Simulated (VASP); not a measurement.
Consider the following.

```yaml
crystal:
  lattice:
    - [0.00000, 2.61487, 2.72382]
    - [2.61487, 0.00000, 2.72382]
    - [2.61487, 2.61487, 0.00000]
  atoms:
    - { symbol: Mg, position: [0.00000, 0.00000, 0.00000] }
    - { symbol: Se, position: [0.50000, 0.50000, 0.50000] }
```

These are PBEsol GGA, VASP's PBE PAW potentials (set 64) (plane waves; VASP) values and carry that method's errors. Settings: 480 eV cut-off, 8×8×8 Γ-centred mesh, Gaussian smearing of 0.050 eV, potentials Mg Se.

Predict the energy per atom (σ→0), pressure.

| Item | Value |
|---|---|
| energy per atom (σ→0) | -4.015 eV/atom |
| pressure | 6.63 GPa |

The absolute energy has meaning only against runs of the same code, potentials and settings.

The compound is MgSe in the rock salt structure. This cell was strained or had an atom moved on purpose.
